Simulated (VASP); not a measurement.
Crystal: ScAlCN.

```
Sc Al N C
1.0
     1.64989    2.85768    0.00000
    -1.64989    2.85768    0.00000
     0.00000   -1.90512   10.16145
Sc Al N C
2 2 2 2
Cartesian
  0.0000 0.0000 0.0000
  0.0000 1.9051 5.0807
  0.0000 3.8102 2.2108
  0.0000 0.0000 7.9506
  0.0000 0.0000 6.0883
  0.0000 3.8102 4.0731
  0.0000 1.9051 8.6828
  0.0000 1.9051 1.4787
```

The cell was built by a generator and needn't be a form met in nature.

* Program: VASP 6.6.1
* Task: relaxation of the atoms
* Functional: r2SCAN
* Potentials or basis: VASP PAW PBE potentials, release 64 (Sc_sv, Al, N, C)
* Cutoff: 520 eV
* k mesh: 6 × 6 × 6
* Occupations: fermi-dirac, width 0.1 eV
* Spin: no spin polarisation

At the start: pressure 1.5 GPa; volume 11.98 Å³/atom.

Q: Where does the relaxation end?

A: Over 14 steps the energy falls by 39.9 meV/atom; space group R-3m (No. 166, to 0.05 Å).

The path:
| step | energy change (eV) | largest force (eV/Å) | pressure (GPa) |
| --- | --- | --- | --- |
| 1 | 0.0000 | 1.5913 | 1.51 |
| 2 | -0.1461 | 1.9679 | 3.25 |
| 3 | -0.2159 | 0.8243 | 2.19 |
| 4 | -0.2846 | 0.3634 | 1.86 |
| 5 | -0.2997 | 0.4032 | 1.71 |
| 6 | -0.3151 | 0.2200 | 1.75 |
| 7 | -0.3174 | 0.2204 | 1.78 |
| 8 | -0.3165 | 0.2737 | 1.51 |
| 9 | -0.3193 | 0.0393 | 1.65 |
| 10 | -0.3194 | 0.0124 | 1.66 |
| 11 | -0.3194 | 0.0176 | 1.66 |
| 12 | -0.3194 | 0.0157 | 1.64 |
| 13 | -0.3194 | 0.0136 | 1.64 |
| 14 | -0.3194 | 0.0013 | 1.65 |

Final structure:
```xyz
8
Lattice="1.6499 2.8577 0.0000 -1.6499 2.8577 0.0000 0.0000 -1.9051 10.1615" Properties=species:S:1:pos:R:3 pbc="T T T"
Sc    0.0000    0.0000    0.0000
Sc    0.0000    1.9051    5.0807
Al    0.0000    3.8102    2.1944
Al    0.0000    0.0000    7.9671
N     0.0000    0.0000    6.1775
N     0.0000    3.8102    3.9840
C     0.0000    1.9051    8.8174
C     0.0000    1.9051    1.3441
```

Caveat: the k mesh is coarse (spacing up to 0.37 Å⁻¹), so the values aren't converged; the PAW data sets were made with another functional, which shifts forces and pressure a little.
